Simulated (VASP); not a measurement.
Computed with LDA (Ceperley-Alder, Perdew-Zunger), VASP's LDA PAW potentials (set 64) (plane waves; VASP).

VASP ran on this input.

INCAR:
```
ALGO=Normal
EDIFF=1E-6
EDIFFG=-0.02
ENCUT=500
IBRION=2
ISIF=3
ISMEAR=1
LASPH=.TRUE.
LCHARG=.FALSE.
LMAXMIX=6
LREAL=.FALSE.
LWAVE=.FALSE.
NELM=100
NSW=40
PREC=Accurate
SIGMA=0.1
SYSTEM=Hf
```

File POSCAR:
```
Hf
1.0
  1.5584122798  -2.6992492124   0.0000000000
  1.5584122798   2.6992492124   0.0000000000
  0.0000000000   0.0000000000   4.9546098756
Hf
2
Cartesian
  1.5584122798   0.8997515370   1.2386524689
  1.5584122798  -0.8997515370   3.7159574067
```

**KPOINTS**
```
kpoints
0
gamma
13 13 8
```

POTCAR, in this order: Hf_pv (LDA.64 set). Program: vasp_std.

Unless said otherwise, spin-orbit coupling is left out, though it shifts the bands of the heavy elements here.

Task: What does the run give for the energy per atom (σ→0), band gap (on the k-mesh)?

Result: 
```yaml
energy per atom (σ→0): -10.695 eV/atom
band gap (on the k-mesh): none (metal, semimetal or under 0.01 eV)
```

**OSZICAR**
```
...
DAV:   6    -0.215823828844E+02    0.51247E+00   -0.44768E-01  3090   0.504E+00    0.403E+01
DAV:   7    -0.213978667621E+02    0.18452E+00   -0.71245E-01  3152   0.612E+00    0.207E+00
DAV:   8    -0.213897976088E+02    0.80692E-02   -0.44797E-02  3216   0.167E+00    0.149E-01
DAV:   9    -0.213898850323E+02   -0.87423E-04   -0.95543E-04  4074   0.241E-01    0.194E-01
DAV:  10    -0.213898850221E+02    0.10179E-07   -0.50069E-05  3282   0.585E-02    0.293E-01
DAV:  11    -0.213898788851E+02    0.61370E-05   -0.75267E-06  3600   0.210E-02    0.129E-02
DAV:  12    -0.213898788939E+02   -0.88055E-08   -0.48902E-07  2142   0.595E-03
   1 F= -.21389879E+02 E0= -.21390413E+02  d E =-.213899E+02
```

The compound is Hf in the hcp structure. It was relaxed first, which changed the volume by -6 %.
